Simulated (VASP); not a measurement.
Input:

```
Cd
1.0
    1.50205    -2.60163     0.00000
    1.50205     2.60163     0.00000
    0.00000     0.00000     5.56541
Cd
2
Direct
  0.33333   0.66667   0.25000
  0.66667   0.33333   0.75000
```

All values below come from optB86b-vdW, VASP's PBE PAW potentials (set 64) (plane waves; VASP 6.6.1). Settings: 520 eV cut-off, 16×16×8 Γ-centred mesh, tetrahedra with Blöchl corrections, potentials Cd.

Question: Predict the energy per atom (σ→0), band gap (on the k-mesh) with the smallest direct gap where there is one.

Answer: 
| Quantity | Result |
|---|---|
| band gap (on the k-mesh) | none (metal, semimetal or under 0.01 eV) |
| energy per atom (σ→0) | 2.385 eV/atom |

The compound is Cd in the hcp structure. It was relaxed first.
